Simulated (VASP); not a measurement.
Wanted: the native input for a VASP 6.6.1 run.

| Property | Result |
| --- | --- |
| Task | single point |
| Functional | PBEsol |
| Potentials or basis | VASP PAW PBE potentials, release 64 (Mn_pv, Al, N) |
| Cutoff | 450 eV |
| k mesh | 3 × 3 × 2 |
| Occupations | gaussian, width 0.03 eV |
| Spin | collinear spin, zero start |
| Fixed moment | 0 μB |
| Hubbard terms | Mn d U = 5.5 eV |
| Dq | 0 |
| Further INCAR settings | LREAL = Auto; ALGO = Normal; EDIFF = 1e-05; ISYM = 0 |

The structure of MnAl15N16 (a cell with a defect) lies in POSCAR:

```
MnAl15N16                               
1.0
    6.2200008610      0.0000000000      0.0000000000
   -3.1100004305      5.3866787572      0.0000000000
    0.0000000000      0.0000000000      9.9600000000
  Mn              Al              N             
     1    15    16
Direct
     0.3323605610640796    0.1657376304538428    0.9986137459812151
     0.3317006740863715    0.1646391030762091    0.4993389629243934
     0.3325760833274854    0.6657433029836585    0.0005551118044468
     0.3311614598242141    0.6645193605303900    0.4992676472995772
     0.8312359001326868    0.1637872939380296    0.0006092801242128
     0.8313148918790857    0.1641205327128363    0.4991885353158664
     0.8312228693092122    0.6658576466726402    0.0005923879371395
     0.8311647687171283    0.6645244046016446    0.4992160374672019
     0.1643846892713616    0.3308972845065974    0.2493738879006645
     0.1647310120675085    0.3318763428119553    0.7487733242302530
     0.1644913849280286    0.8310673741622242    0.2494408308434427
     0.1648813839108717    0.8318065853818989    0.7488679352057411
     0.6654344083125295    0.3312555963906146    0.2493674253413888
     0.6656482875273931    0.3317266400500822    0.7487633149496715
     0.6639887260451351    0.8304343346546894    0.2500300585466231
     0.6646984565973112    0.8312161971975019    0.7494993177343532
     0.3318042887058240    0.1646583352278807    0.1929345249177827
     0.3319255668602097    0.1653383418991734    0.6907428945883607
     0.3309471295651883    0.6642896130062690    0.1909460358815013
     0.3316497885322998    0.6651992181449307    0.6900341197516394
     0.8311732476171396    0.1636653126696555    0.1909738202912589
     0.8313648664896311    0.1641137845131852    0.6899628163633271
     0.8312369801725974    0.6645193399428537    0.1909634030816690
     0.8315331931656688    0.6650228115946583    0.6899664951183565
     0.1647820003287879    0.3311523377094234    0.4405469213841927
     0.1628372158605523    0.3341753389597586    0.9395363332636762
     0.1645153135233680    0.8312755415150365    0.4405754538699038
     0.1628992307672029    0.8277066738837082    0.9395960971811501
     0.6649848736182346    0.3311279747018936    0.4404677900700594
     0.6702940138897716    0.3343366937754556    0.9394416378830959
     0.6642817738642891    0.8307863868048783    0.4405089183916097
     0.6648939600388375    0.8315716655264263    0.9406629343562406
```

These files were run (other wordings do the same):

INCAR

```
  PREC = Accurate
  ENCUT = 450
  EDIFF = 1E-5
  ISMEAR = 0
  SIGMA = 0.03
  LREAL = Auto
  LASPH = True
  NELM = 120
  ALGO = Normal
  ISIF = 2
  LWAVE = False
  LCHARG = False
  ISPIN = 2
  MAGMOM = 0 0 0 0 0 0 0 0 0 0 0 0 0 0 0 0 0 0 0 0 0 0 0 0 0 0 0 0 0 0 0 0
  LORBIT = 11
  NUPDOWN = 0
  LMAXMIX = 4
  LDAU = True
  LDAUTYPE = 2
  LDAUL = 2 -1 -1
  LDAUU = 5.5 0 0
  LDAUJ = 0 0 0
  LDAUPRINT = 1
  GGA = PS
  ISYM = 0
  KPAR = 4
```

KPOINTS

```
regular mesh
0
Gamma
  3 3 2
```

Potentials or basis: VASP PAW PBE potentials, release 64 (Mn_pv, Al, N).

The run is started by

```bash
$ cat potpaw_PBE.64/Mn_pv/POTCAR potpaw_PBE.64/Al/POTCAR potpaw_PBE.64/N/POTCAR > POTCAR
$ mpirun -np 4 vasp_std > vasp.out
```

Results of the run:

```json
{"Largest force": "0.192 eV/Å", "Net moment": "0.00 μB per cell", "Valence electrons inside the program's atomic spheres": "Mn 11.87; Al 0.81, 0.82; N 3.81, 3.84"}
```

Caveat: the k mesh is coarse (spacing up to 0.39 Å⁻¹), so the values aren't converged; the PAW data sets were made with another functional, which shifts forces and pressure a little; the total moment is fixed, so each spin has its own Fermi level.

It took 8.2 min on 4 MPI ranks on AMD EPYC 9R14 (Zen 4), on a shared host, peak memory 0.69 GiB a rank.
